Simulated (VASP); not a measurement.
Data:

```xyz
6
Lattice="4.2780 0.0000 0.0000 0.0000 4.2780 0.0000 0.0000 0.0000 2.8498" Properties=species:S:1:pos:R:3 pbc="T T T"
Cr     0.0000     0.0000     0.0000
Cr     2.1390     2.1390     1.4249
O      1.2906     1.2906     0.0000
O      3.4296     0.8483     1.4249
O      0.8483     3.4296     1.4249
O      2.9873     2.9873     0.0000
```
Starting moments (μB, in the order of the record's atoms Cr Cr O O O O): 2.1 2.1 -0.1 -0.1 -0.1 -0.1.

Level of theory: PBE GGA, VASP's PBE PAW potentials (set 64) (plane waves; VASP 6.6.1). Numerical set-up: 620 eV cut-off, 7×7×11 Γ-centred mesh, first-order Methfessel-Paxton smearing of 0.10 eV, potentials Cr_pv O.

Task: Estimate the cell moment, energy per atom (σ→0), pressure, band gap (on the k-mesh) with the smallest direct gap where there is one.

Result: 
```
Property                                                     Value
------------------------  ----------------------------------------
band gap (on the k-mesh)  none (metal, semimetal or under 0.01 eV)
cell moment                                                4.00 μB
energy per atom (σ→0)                               -8.311 eV/atom
pressure                                                301.1 kbar
```

Task: Give the moment on each site (PAW-sphere projection).

Result: 
```json
[
 {"site": "Cr1", "moment (μB)": "2.03"},
 {"site": "Cr2", "moment (μB)": "2.03"},
 {"site": "O3", "moment (μB)": "-0.04"},
 {"site": "O4", "moment (μB)": "-0.04"},
 {"site": "O5", "moment (μB)": "-0.04"},
 {"site": "O6", "moment (μB)": "-0.04"}
]
```

The absolute energy has meaning only against runs of the same code, potentials and settings.

The compound is CrO2 in the rutile structure. It was relaxed first under an external pressure of 30 GPa.
